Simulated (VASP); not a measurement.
Given:

```xyz
8
Lattice="4.4624 0.0000 0.0000 0.0000 4.4624 0.0000 0.0000 0.0000 4.4624" Properties=species:S:1:pos:R:3 pbc="T T T"
Ni     0.6641     0.6641     0.6641
Ni     2.8953     1.5671     3.7983
Ni     3.7983     2.8953     1.5671
Ni     1.5671     3.7983     2.8953
Si     3.7795     3.7795     3.7795
Si     1.5483     2.9141     0.6829
Si     0.6829     1.5483     2.9141
Si     2.9141     0.6829     1.5483
```

Level of theory: r2SCAN meta-GGA, VASP's PBE PAW potentials (set 64) (plane waves; VASP). Settings: 400 eV cut-off, 8×8×8 Γ-centred mesh, tetrahedra with Blöchl corrections, potentials Ni Si.

Task: What does the run give for the energy per atom (σ→0), band gap (over mesh and band path) with the smallest direct gap where there is one?

Result: 
- band gap (over mesh and band path): none (metal, semimetal or under 0.01 eV)
- energy per atom (σ→0): -10.731 eV/atom

Total energies compare only between runs with the same potentials, cut-off and functional.

The structure was generated: SiNi was put into the FeSi type (P2_13), which need not be its known phase. It was relaxed first. The run is not spin-polarised, so no magnetic state was tried.
